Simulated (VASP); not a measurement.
```xyz
6
Lattice="4.4066 0.0000 0.0000 0.0000 4.4066 0.0000 0.0000 0.0000 2.8666" Properties=species:S:1:pos:R:3 pbc="T T T"
Mn     0.0000     0.0000     0.0000
Mn     2.2033     2.2033     1.4333
O      1.3400     1.3400     2.8666
O      3.5432     0.8633     1.4333
O      0.8633     3.5432     1.4333
O      3.0666     3.0666     0.0000
```
Starting moments (μB, in the order of the record's atoms Mn Mn O O O O): 2.5 -2.5 0.0 0.0 0.0 0.0.

Computed with PBE GGA with D3 dispersion (Becke-Johnson damping), VASP's PBE PAW potentials (set 64) (plane waves; VASP 6.6.1). Numerical set-up: 520 eV cut-off, Gaussian smearing of 0.050 eV, potentials Mn_pv O.

Problem. Give the spin-up energies of bands 16 to 29 at the high-symmetry points, in eV from the Fermi level.

Solution. 
```json
[
 {"band": "16", "Γ": "-4.00", "Y": "-4.07", "C0": "-4.07", "Z": "-4.95", "A0": "-4.89", "T": "-4.89", "S": "-4.74", "R": "-5.02"},
 {"band": "17", "Γ": "-3.92", "Y": "-3.94", "C0": "-3.94", "Z": "-4.61", "A0": "-4.58", "T": "-4.58", "S": "-4.47", "R": "-3.90"},
 {"band": "18", "Γ": "-3.43", "Y": "-3.02", "C0": "-3.02", "Z": "-4.14", "A0": "-4.10", "T": "-4.10", "S": "-4.12", "R": "-3.87"},
 {"band": "19", "Γ": "-2.34", "Y": "-2.53", "C0": "-2.53", "Z": "-4.02", "A0": "-3.19", "T": "-3.19", "S": "-3.58", "R": "-3.71"},
 {"band": "20", "Γ": "-2.28", "Y": "-2.50", "C0": "-2.50", "Z": "-3.37", "A0": "-2.19", "T": "-2.19", "S": "-2.85", "R": "-3.58"},
 {"band": "21", "Γ": "-1.64", "Y": "-2.40", "C0": "-2.40", "Z": "-2.92", "A0": "-2.11", "T": "-2.11", "S": "-1.93", "R": "-2.05"},
 {"band": "22", "Γ": "-1.59", "Y": "-2.26", "C0": "-2.26", "Z": "-2.51", "A0": "-2.03", "T": "-2.03", "S": "-1.45", "R": "-1.86"},
 {"band": "23", "Γ": "-1.14", "Y": "-2.07", "C0": "-2.07", "Z": "-2.02", "A0": "-1.53", "T": "-1.53", "S": "-1.44", "R": "-1.75"},
 {"band": "24", "Γ": "-1.07", "Y": "-2.04", "C0": "-2.04", "Z": "-0.82", "A0": "-0.74", "T": "-0.74", "S": "-1.27", "R": "-1.68"},
 {"band": "25", "Γ": "-0.44", "Y": "-0.29", "C0": "-0.29", "Z": "-0.05", "A0": "-0.64", "T": "-0.64", "S": "-0.54", "R": "-1.18"},
 {"band": "26", "Γ": "-0.22", "Y": "0.17", "C0": "0.17", "Z": "1.13", "A0": "0.97", "T": "0.97", "S": "0.80", "R": "0.76"},
 {"band": "27", "Γ": "0.34", "Y": "0.34", "C0": "0.34", "Z": "1.29", "A0": "1.18", "T": "1.18", "S": "1.15", "R": "1.17"},
 {"band": "28", "Γ": "1.13", "Y": "2.13", "C0": "2.13", "Z": "1.52", "A0": "1.50", "T": "1.50", "S": "1.76", "R": "1.29"},
 {"band": "29", "Γ": "1.95", "Y": "2.20", "C0": "2.20", "Z": "1.87", "A0": "1.89", "T": "1.89", "S": "2.39", "R": "1.41"}
]
```

Problem. Give the spin-down energies of bands 16 to 29 at the high-symmetry points, in eV from the Fermi level.

Solution. 
```tsv
band	Γ	Y	C0	Z	A0	T	S	R
16	-4.00	-4.07	-4.07	-4.95	-4.89	-4.89	-4.74	-5.02
17	-3.92	-3.94	-3.94	-4.61	-4.58	-4.58	-4.47	-3.90
18	-3.43	-3.02	-3.02	-4.14	-4.10	-4.10	-4.12	-3.87
19	-2.34	-2.53	-2.53	-4.02	-3.19	-3.19	-3.58	-3.71
20	-2.28	-2.50	-2.50	-3.37	-2.19	-2.19	-2.85	-3.58
21	-1.64	-2.40	-2.40	-2.92	-2.11	-2.11	-1.93	-2.05
22	-1.59	-2.26	-2.26	-2.51	-2.03	-2.03	-1.45	-1.86
23	-1.14	-2.07	-2.07	-2.02	-1.53	-1.53	-1.44	-1.75
24	-1.07	-2.04	-2.04	-0.82	-0.74	-0.74	-1.27	-1.68
25	-0.44	-0.29	-0.29	-0.05	-0.64	-0.64	-0.54	-1.18
26	-0.22	0.17	0.17	1.13	0.97	0.97	0.80	0.76
27	0.34	0.34	0.34	1.29	1.18	1.18	1.15	1.17
28	1.13	2.13	2.13	1.52	1.50	1.50	1.76	1.29
29	1.95	2.20	2.20	1.87	1.89	1.89	2.39	1.41
```

It has no gap at this level: it comes out as a metal or semimetal.

The compound is MnO2 in the rutile structure. It was relaxed first.
